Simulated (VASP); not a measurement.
Level of theory: PBE GGA, VASP's PBE PAW potentials (set 64) (plane waves; VASP).

The input files of a VASP run:

File POSCAR:
```
Ni
3.4806420
  0.0000000000   0.5000000132   0.5000000132
  0.5000000132   0.0000000000   0.5000000132
  0.5000000132   0.5000000132   0.0000000000
Ni
1
Cart
  0.0000000000   0.0000000000   0.0000000000
```

### KPOINTS
```
kpoints
0
gamma
  18 18 18
```

### INCAR
```
SYSTEM = Ni
PREC = Accurate; ENCUT = 520; LREAL = .FALSE.
LASPH = .TRUE.
EDIFF = 1E-7; NELM = 100; ALGO = Normal
LMAXMIX = 4
ISMEAR = 1; SIGMA = 0.1
GGA = PE
ISPIN = 2; MAGMOM = 0.6
ISIF = 2
LWAVE = .FALSE.; LCHARG = .FALSE.; LORBIT = 10
```

POTCAR, in this order: Ni (PBE.64 set). Program: vasp_std.

Output

File OUTCAR:
```
 ion  position               nearest neighbor table
   1  0.000  0.000  0.000-
  LATTYP: Found a face centered cubic cell.
 ALAT       =     3.4806420918
 Subroutine PRICEL returns:
 Original cell was already a primitive cell.
 Subroutine GETGRP returns: Found 48 space group operations
The static configuration has the point symmetry O_h .
The dynamic configuration has the point symmetry O_h .
The overall configuration has the point symmetry O_h .
 Subroutine INISYM returns: Found 48 space group operations
 Subroutine IBZKPT returns following result:
 Found    195 irreducible k-points:

 Following reciprocal coordinates:
            Coordinates               Weight
  0.000000  0.000000  0.000000      1.000000
  0.055556  0.000000  0.000000      8.000000
  0.111111  0.000000  0.000000      8.000000
  0.166667  0.000000  0.000000      8.000000
  0.222222  0.000000  0.000000      8.000000
  0.277778  0.000000  0.000000      8.000000
  0.333333  0.000000  0.000000      8.000000
  0.388889  0.000000  0.000000      8.000000
  0.444444  0.000000  0.000000      8.000000
...
```

File OSZICAR:
```
       N       E                     dE             d eps       ncg     rms          rms(c)
DAV:   1     0.230580381462E+02    0.23058E+02   -0.48395E+03  7092   0.143E+03
DAV:   2    -0.606691884512E+01   -0.29125E+02   -0.28110E+02  7076   0.168E+02
DAV:   3    -0.648354875396E+01   -0.41663E+00   -0.41595E+00  8112   0.267E+01
DAV:   4    -0.648744418919E+01   -0.38954E-02   -0.38950E-02  7952   0.228E+00
DAV:   5    -0.648754766561E+01   -0.10348E-03   -0.10347E-03  8066   0.319E-01    0.102E+01
DAV:   6    -0.577467222962E+01    0.71288E+00   -0.16069E+01  7375   0.658E+01    0.569E+00
DAV:   7    -0.548470433860E+01    0.28997E+00   -0.25394E+00  7405   0.247E+01    0.204E+00
DAV:   8    -0.546779373146E+01    0.16911E-01   -0.23416E-02  9928   0.183E+00    0.959E-01
DAV:   9    -0.546558885420E+01    0.22049E-02   -0.15900E-03 10358   0.400E-01    0.254E-01
DAV:  10    -0.546510757702E+01    0.48128E-03   -0.57869E-04  9019   0.198E-01    0.355E-02
DAV:  11    -0.546511263951E+01   -0.50625E-05   -0.15447E-05  9073   0.489E-02    0.321E-02
DAV:  12    -0.546511352816E+01   -0.88865E-06   -0.10950E-06  8776   0.123E-02    0.674E-03
DAV:  13    -0.546511374407E+01   -0.21591E-06   -0.34260E-07  6390   0.600E-03    0.225E-03
DAV:  14    -0.546511373516E+01    0.89119E-08   -0.13426E-08  3615   0.153E-03
   1 F= -.54651137E+01 E0= -.54652399E+01  d E =0.378608E-03  mag=     0.6132
```

File OUTCAR:
```
------------------------ aborting loop because EDIFF is reached ----------------------------------------
  FORCE on cell =-STRESS in cart. coord.  units (eV):
  Direction    XX          YY          ZZ          XY          YZ          ZX
  --------------------------------------------------------------------------------------
  Total        0.4384177      0.4384177      0.4384177      0.0000000      0.0000000      0.0000000
  in kB       66.6316450     66.6316450     66.6316450      0.0000000      0.0000000      0.0000000
  external PRESSURE =      66.6316450 kB  Pullay stress =       0.0000000 kB
  volume of cell :       10.54
      direct lattice vectors                 reciprocal lattice vectors
     0.000000000  1.740321046  1.740321046    -0.287303312  0.287303312  0.287303312
     1.740321046  0.000000000  1.740321046     0.287303312 -0.287303312  0.287303312
     1.740321046  1.740321046  0.000000000     0.287303312  0.287303312 -0.287303312
 POSITION                                       TOTAL-FORCE (eV/Angst)
 -----------------------------------------------------------------------------------
      0.00000      0.00000      0.00000         0.000000      0.000000      0.000000
 -----------------------------------------------------------------------------------
    total drift:                                0.000000     -0.000000     -0.000000
  FREE ENERGIE OF THE ION-ELECTRON SYSTEM (eV)
  ---------------------------------------------------
  free  energy   TOTEN  =        -5.4651137352 eV

  energy  without entropy=       -5.4654923427  energy(sigma->0) =       -5.46523994

 total charge

# of ion       s       p       d       tot
------------------------------------------
    1        0.511   0.527   8.330   9.368

 magnetization (x)

# of ion       s       p       d       tot
------------------------------------------
    1       -0.007  -0.025   0.653   0.622
```
(Selected blocks of OUTCAR.)

### OUTCAR
```
 val. band max:        9.8242436955   @ k =   0.4444   0.2222   0.0556

 cond. band min:       9.8380646215   @ k =   0.5000   0.4444   0.0000


 Fermi energy:         9.8319804360

 spin component 1

 k-point     1 :       0.0000    0.0000    0.0000
  band No.  band energies     occupation
      1       0.5980      1.00000
      2       7.3162      1.00000
      3       7.3162      1.00000
      4       7.3162      1.00000
      5       8.5544      1.00000
      6       8.5544      1.00000
      7      33.8199      0.00000
      8      37.9327      0.00000
      9      37.9327      0.00000

 k-point     2 :       0.0556    0.0000    0.0000
  band No.  band energies     occupation
      1       0.7218      1.00000
      2       7.2832      1.00000
      3       7.3445      1.00000
      4       7.3445      1.00000
      5       8.5421      1.00000
      6       8.5421      1.00000
      7      33.4642      0.00000
      8      36.3378      0.00000
      9      37.6455      0.00000

 k-point     3 :       0.1111    0.0000    0.0000
  band No.  band energies     occupation
      1       1.0876      1.00000
      2       7.1940      1.00000
      3       7.4192      1.00000
      4       7.4192      1.00000
      5       8.5152      1.00000
      6       8.5152      1.00000
      7      31.6716      0.00000
      8      35.0705      0.00000
      9      37.0714      0.00000

 k-point     4 :       0.1667    0.0000    0.0000
  band No.  band energies     occupation
      1       1.6763      1.00000
      2       7.0779      1.00000
      3       7.5069      1.00000
      4       7.5069      1.00000
      5       8.5058      1.00000
      6       8.5058      1.00000
      7      28.8843      0.00000
      8      34.6326      0.00000
      9      36.4964      0.00000

 k-point     5 :       0.2222    0.0000    0.0000
  band No.  band energies     occupation
      1       2.4463      1.00000
...
```

The compound is Ni in the fcc structure. This cell is one point of a volume scan, at 0.97 of the reference volume.
